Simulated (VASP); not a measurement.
# Shielding tensors and field gradients of InF3, part 3 of 3

Aim: NMR shielding tensors and field gradients of InF3. The cell has space group R-3c. The start is a cell from a database of measured crystal structures.

VASP 6.6.1, plane waves and PAW; the level of theory is named at each step.

So far. Step 2 (Ground state): The cell has a gap of 4.24 eV on this mesh. Spin-orbit coupling is left out, which can shift or reorder these edges. Forces of up to 0.11 eV/Å remain in these settings, with PBE data sets under LDA.

## (3) Shielding tensors (continued)

Level of this step: chemical shifts by linear response (GIPAW), LDA; plane waves and PAW (In_d, F) (VASP).

Parts of OUTCAR (step 3):

```text
 Found     19 irreducible k-points:

   k-points           NKPTS =     19   k-points in BZ     NKDIM =     19   number of bands    NBANDS=     42

   ENCUT  =  560.0 eV  41.16 Ry    6.42 a.u.  11.04 11.04 11.04*2*pi/ulx,y,z

   NELECT =      68.0000    total number of electrons

  Total        0.2286399      0.2286399     -0.0278574      0.0000000      0.0000000      0.0000000
  in kB        3.0152767      3.0152767     -0.3673799      0.0000000      0.0000000      0.0000000
  external PRESSURE =       1.8877245 kB  Pullay stress =       0.0000000 kB

  energy-cutoff  :      560.00
  volume of cell :      121.49
      direct lattice vectors                 reciprocal lattice vectors
     2.705150000  1.561819081  4.792500000     0.184832634  0.106713171  0.069553121
    -2.705150000  1.561819081  4.792500000    -0.184832634  0.106713171  0.069553121
     0.000000000 -3.123638161  4.792500000     0.000000000 -0.213426342  0.069553121

 POSITION                                       TOTAL-FORCE (eV/Angst)
 -----------------------------------------------------------------------------------
      0.00000      0.00000      0.00000        -0.000000     -0.000000      0.000000
      0.00000      0.00000      7.18875        -0.000000     -0.000000      0.000000
      1.64581     -0.27301      8.38687         0.047575      0.082402      0.000000
     -1.05934     -1.28881      8.38687         0.047575     -0.082402      0.000000
     -0.58648      1.56182      8.38687        -0.095150      0.000000      0.000000
     -1.64581      0.27301      5.99063        -0.047575     -0.082402      0.000000
      1.05934      1.28881      5.99063        -0.047575      0.082402      0.000000
      0.58648     -1.56182      5.99063         0.095150      0.000000     -0.000000
 -----------------------------------------------------------------------------------
    total drift:                               -0.000000      0.000000     -0.000000

 Electric field gradients after diagonalization (V/A^2)
 (convention: |V_zz| > |V_xx| > |V_yy|)
----------------------------------------------------------------------
 ion       V_xx      V_yy      V_zz     asymmetry (V_yy - V_xx)/ V_zz
----------------------------------------------------------------------
   1       5.684     5.684   -11.368       0.000
   2       5.684     5.684   -11.368       0.000
   3     -78.941   -53.303   132.244       0.194
   4     -78.941   -53.303   132.244       0.194
   5     -78.941   -53.303   132.244       0.194
   6     -78.941   -53.303   132.244       0.194
   7     -78.941   -53.303   132.244       0.194
   8     -78.941   -53.303   132.244       0.194
----------------------------------------------------------------------

  ORBITAL MAGNETIC SUSCEPTIBILITY, excluding core contribution
 -------------------------------------------------------------
  Approximate magnetic susceptibility, pGv (10^-6 cm^3/mole)
     1        -56.403961          0.000000          0.000000
     2          0.000000        -56.357061          0.325884
     3          0.000000          0.474083        -57.040401
 -------------------------------------------------------------
  Approximate magnetic susceptibility, vGv (10^-6 cm^3/mole)
     1        -56.418261          0.000000          0.000000
     2          0.000000        -56.525563          0.681254
     3          0.000000          0.707057        -57.055554

  CSA tensor (J. Mason, Solid State Nucl. Magn. Reson. 2, 285 (1993))
  for chemical shielding  (including the isotropic core contribution)

  BDIR labels direction of applied magnetic field (i.e. B0)
  For BDIR==1, B0 along x-axis, etc.
  Induced field listed along cartesian directions for each BDIR
 ------------------------------------------------------------------------------------------
                 EXCLUDING G=0 CONTRIBUTION              INCLUDING G=0 CONTRIBUTION
 ------------------------------------------------------------------------------------------
  ion  BDIR            X           Y           Z                X           Y           Z
          (   iso_shield        span        skew ) (   iso_shield        span        skew )
 ------------------------------------------------------------------------------------------
    1     1    3540.5939    -27.6876     -0.0073        3548.9049    -27.6876     -0.0073
          2      27.6845   3540.6038     -0.0094          27.6845   3548.9094     -0.0467
          3       0.0052     -0.0126   3558.2687           0.0052     -0.0669   3566.6525
          (    3546.4888     17.6750      0.9988 ) (    3554.8223     17.7483      0.9994 )

    2     1    3540.5939     27.6876      0.0073        3548.9049     27.6876      0.0073
          2     -27.6845   3540.6038     -0.0094         -27.6845   3548.9094     -0.0467
          3      -0.0052     -0.0126   3558.2687          -0.0052     -0.0669   3566.6525
          (    3546.4888     17.6750      0.9988 ) (    3554.8223     17.7483      0.9994 )

    3     1     355.0584    -23.6322     36.2415         363.3694    -23.6322     36.2415
          2     -23.6323    327.7726    -20.9242         -23.6323    336.0782    -20.9615
          3      37.1386    -21.4380    339.9389          37.1386    -21.4922    348.3228
          (     340.9233     89.4794      0.8984 ) (     349.2568     89.4992      0.8991 )

    4     1     355.0584     23.6322    -36.2415         363.3694     23.6322    -36.2415
          2      23.6323    327.7726    -20.9242          23.6323    336.0782    -20.9615
          3     -37.1386    -21.4380    339.9389         -37.1386    -21.4922    348.3228
          (     340.9233     89.4794      0.8984 ) (     349.2568     89.4992      0.8991 )

    5     1     314.1338      0.0000     -0.0000         322.4448      0.0000     -0.0000
          2       0.0000    368.6968     41.8523           0.0000    377.0024     41.8150
          3      -0.0000     42.8837    339.9407          -0.0000     42.8294    348.3245
          (     340.9238     89.4825      0.8982 ) (     349.2572     89.3706      0.9000 )

    6     1     355.0584    -23.6322     36.2415         363.3694    -23.6322     36.2415
          2     -23.6323    327.7726    -20.9242         -23.6323    336.0782    -20.9615
          3      37.1386    -21.4380    339.9389          37.1386    -21.4922    348.3228
          (     340.9233     89.4794      0.8984 ) (     349.2568     89.4992      0.8991 )

    7     1     355.0584     23.6322    -36.2415         363.3694     23.6322    -36.2415
          2      23.6323    327.7726    -20.9242          23.6323    336.0782    -20.9615
          3     -37.1386    -21.4380    339.9389         -37.1386    -21.4922    348.3228
          (     340.9233     89.4794      0.8984 ) (     349.2568     89.4992      0.8991 )

    8     1     314.1338      0.0000     -0.0000         322.4448      0.0000     -0.0000
          2       0.0000    368.6968     41.8523           0.0000    377.0024     41.8150
          3      -0.0000     42.8837    339.9407          -0.0000     42.8294    348.3245
          (     340.9238     89.4825      0.8982 ) (     349.2572     89.3706      0.9000 )
 ------------------------------------------------------------------------------------------

[... 5 parts as in an earlier step ...]

[... 2 further parts left out ...]
```

The atoms bear forces, and field gradients depend strongly on their positions. Spin-orbit coupling is left out, which changes shieldings on and beside heavy atoms by much.

This step gave:

| Quantity | Value |
| --- | --- |
| free energy (TOTEN) | -40.28 eV |
| Fermi energy | -1.613 eV |
| pressure | 0.1888 GPa |
| gap on the k-mesh | 4.255 eV |
| least direct gap on the k-mesh | 4.282 eV |

Valence and core; the G = 0 term is that of a spherical sample. NMR shielding, by row:

| atom | isotropic shielding (ppm) | span (ppm) | skew | isotropic shielding without the G = 0 term (ppm) |
| --- | --- | --- | --- | --- |
| In1 | 3555 | 17.75 | 0.9994 | 3546 |
| In2 | 3555 | 17.75 | 0.9994 | 3546 |
| F3 | 349.3 | 89.5 | 0.8991 | 340.9 |
| F4 | 349.3 | 89.5 | 0.8991 | 340.9 |
| F5 | 349.3 | 89.37 | 0.9 | 340.9 |
| F6 | 349.3 | 89.5 | 0.8991 | 340.9 |
| F7 | 349.3 | 89.5 | 0.8991 | 340.9 |
| F8 | 349.3 | 89.37 | 0.9 | 340.9 |

Ordered as |Vzz| ≥ |Vxx| ≥ |Vyy|, the program's way. Electric field gradients, by row:

| atom | Vxx (V/Å²) | Vyy (V/Å²) | Vzz (V/Å²) | asymmetry |
| --- | --- | --- | --- | --- |
| In1 | 5.684 | 5.684 | -11.37 | 0 |
| In2 | 5.684 | 5.684 | -11.37 | 0 |
| F3 | -78.94 | -53.3 | 132.2 | 0.194 |
| F4 | -78.94 | -53.3 | 132.2 | 0.194 |
| F5 | -78.94 | -53.3 | 132.2 | 0.194 |
| F6 | -78.94 | -53.3 | 132.2 | 0.194 |
| F7 | -78.94 | -53.3 | 132.2 | 0.194 |
| F8 | -78.94 | -53.3 | 132.2 | 0.194 |

## (4) Outcome

```json
{"In, isotropic shielding": "3554.8 ppm", "F, isotropic shielding": "349.3 ppm"}
```

**Reading.** At LDA the isotropic shieldings are In 3554.8 ppm; F 349.3 ppm. The widest tensor is that of F3, with a span (largest less smallest principal value) of 89.5 ppm. The largest field gradient is Vzz = 132 V/Å² at F3. Shifts were not obtained, since a shift is the shielding of a reference compound, computed alike, less these values. The G = 0 term is the part set by the sample's shape, taken here for a sphere. Spin-orbit effects on the shifts of and near heavy atoms are left out. No finer mesh was run, so convergence in it isn't shown. VASP's guide advises NLSPLINE for shieldings, which this input doesn't set; the effect wasn't tested. The cell has space group R-3c. The atoms weren't relaxed and carry forces of up to 0.095 eV/Å at LDA in the first shielding run, so the numbers belong to the given coordinates, and a relaxation would change them.

[Lines on the potential files, build, host, timing and source positions are cut from VASP's logs without a mark.]

[Logs are printed without paths, hosts, clocks, repeated set-up lines and the standing remarks that a program may print on its own settings, such as how far it seeks lower states.]

[Hosts, paths, dates, database ids (printed as entryN), source tags and the programs' standing remarks are cut or masked in the printed files.]
